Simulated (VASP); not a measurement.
A run of VASP 6.6.1 is set up as follows.

Contents of INCAR:

```
ALGO = Normal
EDIFF = 1E-7
EDIFFG = -0.002
ENCUT = 520
GGA = PE
IBRION = 2
ISIF = 3
ISMEAR = 0
LASPH = T
LCHARG = F
LREAL = F
LWAVE = F
NELM = 100
NSW = 80
PREC = Accurate
SIGMA = 0.1
```

Contents of KPOINTS:

```
k-points
0
Gamma
  9 9 6
```

POSCAR

```
Hf                                      
1.0
    3.2013240736     -0.0000000000      0.0000000000
   -1.6006620368      2.7724279752     -0.0000000000
   -0.0000000000     -0.0000000000      5.0534259821
  Hf            
     2
Direct
     0.3333333300000021    0.6666666699999979    0.2500000000000000
     0.6666666699999979    0.3333333300000021    0.7500000000000000
```

Potentials or basis: VASP PAW PBE potentials, release 64 (Hf_pv).

Run with:

```bash
$ cat potpaw_PBE.64/Hf_pv/POTCAR > POTCAR
$ mpirun -np 1 vasp_std > vasp.out
```

What does it give for the band gap on the k mesh?

None (metal or under the smearing width).

Final structure:
```
Hf
1.0
     3.20132    0.00000    0.00000
    -1.60066    2.77243    0.00000
     0.00000    0.00000    5.05343
Hf
2
Direct
  0.33333 0.66667 0.25000
  0.66667 0.33333 0.75000
```

Caveat: the relaxation stopped at its first step, so nothing moved. The run has no spin-orbit coupling, so splittings on Hf are missing.
